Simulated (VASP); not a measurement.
Calculation: PBEsol GGA, VASP's PBE PAW potentials (set 64) (plane waves; VASP 6.6.1).

A VASP calculation is set up with these files.

File KPOINTS:
```
kpoints
0
gamma
  11 11 7
```

POSCAR:
```
PtSe2
1.0
  1.8780044069  -3.2527992986   0.0000000000
  1.8780044069   3.2527992986   0.0000000000
  0.0000000000   0.0000000000   4.8951426325
Pt Se
1 2
Cartesian
  0.0000000000   0.0000000000   0.0000000000
  1.8780044069   1.0842686014   1.2719203558
  1.8780044069  -1.0842686014   3.6232222767
```

### INCAR
```
LREAL  =  .False.   # projection in real space or not
NELM  =  100
ENCUT  =  400   # plane-wave cut-off (eV)
GGA  =  PS   # PBEsol
SYSTEM  =  PtSe2
PREC  =  Accurate
ISIF  =  2   # forces and stress, cell fixed
ALGO  =  Normal   # blocked Davidson
NEDOS  =  601
LORBIT  =  11   # lm-projected
LASPH  =  .True.   # aspherical one-centre terms
EDIFF  =  1E-7   # SCF stop (eV)
LCHARG  =  .True.
LMAXMIX  =  6
LWAVE  =  .False.
ISMEAR  =  -5   # tetrahedra, Bloechl
```

POTCAR, in this order: Pt Se (PBE.64 set). Program: vasp_std.

Without a dispersion term in the relaxation, distances and binding between the weakly bound layers, chains or molecules are unreliable, and so is what depends on them. For a metal the tetrahedron method with Blöchl corrections gives inexact stress and forces. Unless said otherwise, spin-orbit coupling is left out, though it shifts the bands of the heavy elements here.

What does the run give for the energy per atom (σ→0), band gap (on the k-mesh)?

* **energy per atom (σ→0)**: -5.302 eV/atom
* **band gap (on the k-mesh)**: none (metal, semimetal or under 0.01 eV)

File OSZICAR:
```
...
DAV:  10    -0.159052390381E+02   -0.45151E-04   -0.12773E-03  3240   0.270E-01    0.385E-02
DAV:  11    -0.159053156531E+02   -0.76615E-04   -0.55669E-05  3513   0.751E-02    0.206E-02
DAV:  12    -0.159052935659E+02    0.22087E-04   -0.53779E-06  3072   0.192E-02    0.396E-03
DAV:  13    -0.159052871875E+02    0.63784E-05   -0.75307E-07  3625   0.691E-03    0.123E-03
DAV:  14    -0.159052853723E+02    0.18151E-05   -0.65161E-08  1662   0.215E-03    0.454E-04
DAV:  15    -0.159052852170E+02    0.15534E-06   -0.97619E-09  1494   0.721E-04    0.124E-04
DAV:  16    -0.159052852589E+02   -0.41944E-07   -0.12738E-09  1466   0.279E-04
   1 F= -.15905285E+02 E0= -.15905285E+02  d E =0.000000E+00
```

The compound is PtSe2 in the 1T layered structure. It was relaxed first.
